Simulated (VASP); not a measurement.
The system is WSe2.

```
CELL_PARAMETERS angstrom
3.25160 0.00000 0.00000
-1.62580 2.81597 0.00000
0.00000 0.00000 13.13144
ATOMIC_POSITIONS crystal
W 0.33333 0.66667 0.25000
W 0.66667 0.33333 0.75000
Se 0.33333 0.66667 0.62317
Se 0.66667 0.33333 0.12317
Se 0.33333 0.66667 0.87683
Se 0.66667 0.33333 0.37683
```

The cell isn't the ideal one: a relaxed cell with its volume scaled by 0.98.

* Program: VASP 6.6.1
* Task: relaxation of shape and atoms at fixed volume
* Functional: PBEsol
* Potentials or basis: VASP PAW PBE potentials, release 64 (W_sv, Se)
* Cutoff: 600 eV
* k mesh: 9 × 9 × 2
* Occupations: gaussian, width 0.03 eV
* Spin: no spin polarisation

At the start: pressure 3.0 GPa; volume 20.04 Å³/atom.

Question: How do energy, volume and symmetry change on relaxing?

Answer: Over 5 steps the energy falls by 3.0 meV/atom; space group P6_3/mmc (No. 194, to 0.05 Å).

Step by step:
| step | energy change (eV) | largest force (eV/Å) | pressure (GPa) |
| --- | --- | --- | --- |
| 1 | 0.0000 | 0.3530 | 3.01 |
| 2 | -0.0111 | 0.0024 | 1.37 |
| 3 | -0.0112 | 0.0313 | 1.51 |
| 4 | -0.0161 | 0.0195 | 1.10 |
| 5 | -0.0182 | 0.0056 | 0.66 |

Final structure:
```
W Se
1.0
     3.26658    0.00000    0.00000
    -1.63329    2.82894    0.00000
     0.00000    0.00000   13.01125
W Se
2 4
Direct
  0.33333 0.66667 0.25000
  0.66667 0.33333 0.75000
  0.33333 0.66667 0.62105
  0.66667 0.33333 0.12105
  0.33333 0.66667 0.87895
  0.66667 0.33333 0.37895
```

Caveat: the PAW data sets were made with another functional, which shifts forces and pressure a little; this functional lacks dispersion, which binds the layers, so the pressure and a relaxed spacing across them are unreliable.
